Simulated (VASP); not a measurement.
Crystal: ZnS.

```
Zn S
1.0
     0.00000    2.70200    2.70200
     2.70200    0.00000    2.70200
     2.70200    2.70200    0.00000
Zn S
1 1
Direct
  0.25000 0.25000 0.25000
  0.00000 0.00000 0.00000
```

- Program: VASP 6.6.1
- Task: relaxation of cell and atoms
- Functional: PBE
- Potentials or basis: VASP PAW PBE potentials, release 64 (Zn, S)
- Cutoff: 520 eV
- k mesh: 2 × 2 × 2
- Occupations: gaussian, width 0.02 eV
- Spin: no spin polarisation

At the start: pressure 7.6 GPa; volume 19.73 Å³/atom.

Task: Where does the relaxation end?

Result: Over 5 steps the energy falls by 45.3 meV/atom and the volume is 21.82 Å³/atom (+10.6 %); space group F-43m (No. 216, to 0.05 Å).

The path:
```csv
step,energy change (eV),largest force (eV/Å),pressure (GPa),volume (Å³)
1,0.0000,0.0000,7.59,39.45
2,-0.0831,0.0000,-1.73,45.03
3,-0.0907,0.0000,0.06,43.63
4,-0.0907,0.0000,-0.09,43.72
5,-0.0907,0.0000,-0.01,43.64
```

Final structure:
```cif
data_structure
_symmetry_space_group_name_H-M 'P 1'
_symmetry_Int_Tables_number 1
_cell_length_a 3.9519
_cell_length_b 3.9519
_cell_length_c 3.9519
_cell_angle_alpha 60.000
_cell_angle_beta 60.000
_cell_angle_gamma 60.000
_cell_volume 43.64
loop_
_atom_site_label
_atom_site_type_symbol
_atom_site_fract_x
_atom_site_fract_y
_atom_site_fract_z
_atom_site_occupancy
Zn1 Zn 0.25000 0.25000 0.25000 1
S1 S 0.00000 0.00000 0.00000 1
```

Caveat: the k mesh is coarse (spacing up to 1.01 Å⁻¹), so the values aren't converged; the volume moved by +11 % from the deposited cell, more than functionals usually miss.
